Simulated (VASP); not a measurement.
Input:

```
CsBr
1.0
    4.29000     0.00000     0.00000
    0.00000     4.29000     0.00000
    0.00000     0.00000     4.29000
Cs Br
1 1
Direct
  0.00000   0.00000   0.00000
  0.50000   0.50000   0.50000
```

All values below come from LDA (Ceperley-Alder, Perdew-Zunger), VASP's LDA PAW potentials (set 64) (plane waves; VASP 6.6.1). Run with 400 eV cut-off, 6×6×6 Γ-centred mesh, Gaussian smearing of 0.050 eV, potentials Cs_sv Br.

Energy and stress use the plane-wave basis of the starting cell.

Task: The ions, cell shape and volume are relaxed. Which structure does the run end with?

Result: 
```
CsBr
1.0
    4.14554     0.00000     0.00000
    0.00000     4.14554     0.00000
    0.00000     0.00000     4.14554
Cs Br
1 1
Direct
  0.00000   0.00000   0.00000
  0.50000   0.50000   0.50000
```
Space group Pm-3m (221), at a tolerance of 0.03 Å.

Task: How do energy and volume change from the first to the last step?

Result: The energy (σ→0) changes by -22.3 meV/atom and the volume by -9.8 %, in 4 ionic steps.

| step | E(σ→0) (eV) | max force (eV/Å) | pressure (GPa) | volume (Å³) |
|---|---|---|---|---|
| 1 | -6.7501 | 0.000 | -1.66 | 78.95 |
| 2 | -6.7864 | 0.000 | -0.81 | 74.36 |
| 3 | -6.7945 | 0.000 | -0.09 | 71.56 |
| 4 | -6.7946 | 0.000 | 0.01 | 71.24 |

The compound is CsBr in the CsCl type structure. This run relaxes it. Symmetry was kept, so distortions that lower it aren't found.
